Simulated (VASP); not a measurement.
ZnCl3:

```
CELL_PARAMETERS angstrom
10.56288 0.00000 0.00000
-5.28144 9.14772 0.00000
0.00000 0.00000 3.13422
ATOMIC_POSITIONS crystal
Zn 0.66667 0.33333 0.75000
Zn 0.33333 0.66667 0.25000
Cl 0.16252 0.44349 0.75000
Cl 0.83748 0.55651 0.25000
Cl 0.71904 0.16252 0.25000
Cl 0.28096 0.83748 0.75000
Cl 0.55651 0.71904 0.75000
Cl 0.44349 0.28096 0.25000
```

The cell comes from a database or a generator and needn't be the stable form of this composition.

The cell isn't the ideal one: volume scaled by 1.25.

| Item | Value |
| --- | --- |
| Program | VASP 6.6.1 |
| Task | relaxation of the atoms |
| Functional | vdW-DF2 |
| Potentials or basis | VASP PAW PBE potentials, release 64 (Zn, Cl) |
| Cutoff | 520 eV |
| k mesh | 3 × 3 × 9 |
| Occupations | tetrahedron |
| Spin | no spin polarisation |

At the start: pressure -2.9 GPa; volume 37.86 Å³/atom.

**Question.** Where does the relaxation end?

**Answer.** Over 5 steps the energy falls by 40.0 meV/atom; space group P6_3/m (No. 176, to 0.05 Å).

Step by step:
| step | energy change (eV) | largest force (eV/Å) | pressure (GPa) |
| --- | --- | --- | --- |
| 1 | 0.0000 | 0.6866 | -2.89 |
| 2 | -0.0392 | 0.6494 | -2.78 |
| 3 | -0.2596 | 0.2436 | -0.18 |
| 4 | -0.3195 | 0.0328 | -1.03 |
| 5 | -0.3199 | 0.0131 | -0.97 |

Final structure:
```
Zn Cl
1.0
    10.56288    0.00000    0.00000
    -5.28144    9.14772    0.00000
     0.00000    0.00000    3.13422
Zn Cl
2 6
Direct
  0.66667 0.33333 0.75000
  0.33333 0.66667 0.25000
  0.17341 0.45818 0.75000
  0.82659 0.54182 0.25000
  0.71523 0.17341 0.25000
  0.28477 0.82659 0.75000
  0.54182 0.71523 0.75000
  0.45818 0.28477 0.25000
```

Caveat: the PAW data sets were made with another functional, which shifts forces and pressure a little; tetrahedron occupations give inexact forces and stress in metals.
